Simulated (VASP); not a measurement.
```
CELL_PARAMETERS angstrom
      0.00000     2.72880     2.72880
      2.72880     0.00000     2.72880
      2.72880     2.72880     0.00000
ATOMIC_POSITIONS crystal
  Na 0.00000 0.00000 0.00000
  Cl 0.50000 0.50000 0.50000
```

Level of theory: LDA (Ceperley-Alder, Perdew-Zunger), VASP's LDA PAW potentials (set 64) (plane waves; VASP). Numerical set-up: 400 eV cut-off, 11×11×11 Γ-centred mesh, Gaussian smearing of 0.010 eV, potentials Na_pv Cl.

Task: Give the direction-averaged independent-particle dielectric function (no local fields, no excitons; a broadening of 0.1 eV leaves a tail below the gap, and fine structure carries the noise of the k-mesh).

Result: 
```tsv
ħω (eV)	ε₁	ε₂
0.00	2.97	0.00
0.70	2.98	0.00
1.40	3.01	0.01
2.20	3.08	0.01
2.90	3.18	0.02
3.60	3.33	0.03
4.40	3.60	0.05
5.10	4.06	0.21
5.90	4.47	0.71
6.60	5.04	0.76
7.30	5.78	1.94
8.10	5.44	3.92
8.80	2.69	6.92
9.60	2.88	4.13
10.30	2.23	3.70
11.00	-0.20	5.31
11.80	-1.28	2.85
12.50	-1.39	2.46
13.30	-0.65	1.60
14.00	-0.65	1.29
14.70	-0.24	0.75
15.50	-0.26	0.80
16.20	0.29	0.71
17.00	0.02	0.48
```
ε₂ peaks at 7.6 eV (height 3.5), 8.8 eV (height 6.9), 9.7 eV (height 4.6), 10.9 eV (height 5.7); ε₁(0) averages 2.97, so the electronic refractive index below the gap tends to √2.97 = 1.72.

The compound is NaCl in the rock salt structure. It was relaxed first, which changed the volume by -9 %.
